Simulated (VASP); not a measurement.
Here is the system:

```
CELL_PARAMETERS angstrom
      5.15739     0.00000     0.00000
     -2.57870     4.46643     0.00000
      0.00000     0.00000     4.20124
ATOMIC_POSITIONS crystal
  Ga 0.33333 0.66667 0.75000
  Ga 0.66667 0.33333 0.25000
  Cu 0.16539 0.33077 0.25000
  Cu 0.83461 0.66923 0.75000
  Cu 0.83461 0.16539 0.75000
  Cu 0.16539 0.83461 0.25000
  Cu 0.66923 0.83461 0.25000
  Cu 0.33077 0.16539 0.75000
```

Method: LDA (Ceperley-Alder, Perdew-Zunger), VASP's LDA PAW potentials (set 64) (plane waves; VASP 6.6.1). Numerical set-up: 300 eV cut-off, 5×5×5 Γ-centred mesh, Gaussian smearing of 0.10 eV, potentials Ga_d Cu.

At this cut-off the stress carries a Pulay error, which pulls relaxed volumes low. Energy and stress use the plane-wave basis of the starting cell.

Task: The ions, cell shape and volume are relaxed. Which structure does the run end with?

Result: 
```
CELL_PARAMETERS angstrom
      5.08224     0.00000     0.00000
     -2.54112     4.40135     0.00000
      0.00000     0.00000     4.12326
ATOMIC_POSITIONS crystal
  Ga 0.33333 0.66667 0.75000
  Ga 0.66667 0.33333 0.25000
  Cu 0.16518 0.33036 0.25000
  Cu 0.83482 0.66964 0.75000
  Cu 0.83482 0.16518 0.75000
  Cu 0.16518 0.83482 0.25000
  Cu 0.66964 0.83482 0.25000
  Cu 0.33036 0.16518 0.75000
```
Space group P6_3/mmc (194), at a tolerance of 0.03 Å.

Task: How do energy and volume change from the first to the last step?

Result: The energy (σ→0) changes by -15.4 meV/atom and the volume by -4.7 %, in 5 ionic steps.

```csv
step,E(σ→0) (eV),max force (eV/Å),pressure (GPa),volume (Å³)
1,-36.3010,0.047,-8.31,96.78
2,-36.3098,0.027,9.36,88.25
3,-36.4238,0.016,-0.01,92.31
4,-36.4238,0.015,0.12,92.22
5,-36.4241,0.006,0.05,92.23
```

The structure comes from a computed database's GaCu3 entry (P6_3/mmc); how it stands against other phases isn't given here. This run relaxes it. Symmetry was kept, so distortions that lower it aren't found. The k-mesh is coarse (spacing up to 0.30 per Å, 2π included), so the numbers may not be converged in it. The run is one of a series of settings (EDIFFG = -0.01, IBRION = 2, ISIF = 3, NSW = 50 against the base run), some of them coarse on purpose.
